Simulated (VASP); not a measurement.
Elastic constants (GPa) of a crystal from VASP with PBEsol GGA, VASP's PBE PAW potentials (set 64):

```tsv
	xx	yy	zz	yz	xz	xy
xx	123.4	35.5	59.7	0.0	0.0	0.0
yy	35.5	123.4	59.7	0.0	0.0	0.0
zz	59.7	59.7	97.7	0.0	0.0	0.0
yz	0.0	0.0	0.0	42.8	0.0	0.0
xz	0.0	0.0	0.0	0.0	42.8	0.0
xy	0.0	0.0	0.0	0.0	0.0	19.3
```

Task: Work out the Voigt, Reuss and Hill moduli, Young's modulus and Poisson's ratio.

Result: All eigenvalues are positive (smallest 19.3 GPa), so the crystal is stable. K_V = (C11+C22+C33+2(C12+C13+C23))/9 = (344.5 + 2×154.9)/9 = 72.7 GPa; G_V = (344.5 − 154.9 + 3×104.9)/15 = 33.6 GPa. From the compliances, K_R = 72.7 GPa and G_R = 28.9 GPa. Hill: K = 72.7 GPa, G = 31.2 GPa, E = 9KG/(3K+G) = 82.0 GPa, ν = (3K−2G)/(2(3K+G)) = 0.312. K/G = 2.33, above Pugh's 1.75; universal anisotropy A^U = 0.82.

Task: With a density of 4.84 g/cm³, what are the mean sound speeds?

Result: v_l = √((K+4G/3)/ρ) = 4.86 km/s and v_t = √(G/ρ) = 2.54 km/s. The crystal is Zn2SeS (space group P-4m2), tetragonal.

The structure comes from a computed database's Zn2SeS entry (P-4m2); how it stands against other phases isn't given here. It was relaxed first.
